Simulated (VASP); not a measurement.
An input for Ansatz (written as the equivalent of a VASP run, and not itself run):

Ansatz 0.2 input:
```yaml
crystal:
  lattice:
    - [2.9889967, 0.0000000, 0.0000000]
    - [-1.4944984, 2.5885471, 0.0000000]
    - [0.0000000, 0.0000000, 8.7128604]
  atoms:
    - { symbol: Mo, position: [0.3333330, 0.6666670, 0.0430831] }
    - { symbol: Mo, position: [0.6666670, 0.3333330, 0.5430831] }
    - { symbol: As, position: [0.3333330, 0.6666670, 0.3319169] }
    - { symbol: As, position: [0.6666670, 0.3333330, 0.8319169] }
kpoints:
  mp_grid: { grid: [13, 13, 4] }
hamiltonian:
  xc: pbesol
  pseudopotentials: { kind: paw }
scf:
  occupations: { method: tetrahedron }
  max_iter: 100
output: { forces: true, stress: true, eigenvalues: true }
```

**Question.** Translate this input to VASP (INCAR, KPOINTS, POSCAR, choice of POTCAR).

**Answer.** Several could match; the one computed here: 
File POSCAR:
```
MoAs
1
    2.9889967292    -0.0000000000     0.0000000000
   -1.4944983645     2.5885470617    -0.0000000000
    0.0000000000    -0.0000000000     8.7128604220
Mo As
2 2
Direct
  0.3333330000   0.6666670000   0.0430831272
  0.6666670000   0.3333330000   0.5430831272
  0.3333330000   0.6666670000   0.3319168728
  0.6666670000   0.3333330000   0.8319168728
```

### INCAR
```
NEDOS  =  601   ! DOS grid
LCHARG  =  .True.
NELM  =  100   ! most electronic steps
PREC  =  Accurate
SYSTEM  =  MoAs
ENCUT  =  400
ISIF  =  2   ! forces and stress, cell fixed
LORBIT  =  11
LMAXMIX  =  4   ! l cut-off of mixed one-centre charges
GGA  =  PS
LASPH  =  .True.   ! aspherical one-centre terms
ISMEAR  =  -5
LREAL  =  .False.   ! projection in real space or not
LEFG  =  .True.
ALGO  =  Normal
EDIFF  =  1E-7   ! SCF stop (eV)
LWAVE  =  .False.
```

**KPOINTS**
```
kpoints
0
gamma
13 13 4
0 0 0
```

POTCAR, in this order: Mo_sv As (PBE.64 set). Program: vasp_std.

What does not carry over: each code has its own PAW files, so the cut-off isn't converted (ENCUT is set for VASP's; basis.ecutwfc is left out, and Ansatz then takes the one that its files recommend); Ansatz stops its SCF on the density residual and VASP on the energy change (EDIFF); the field gradients of LEFG aren't asked of the other code.

The structure was generated: MoAs was put into the wurtzite type (P6_3mc), which need not be its known phase. It was relaxed first, which changed the volume by -46 %.
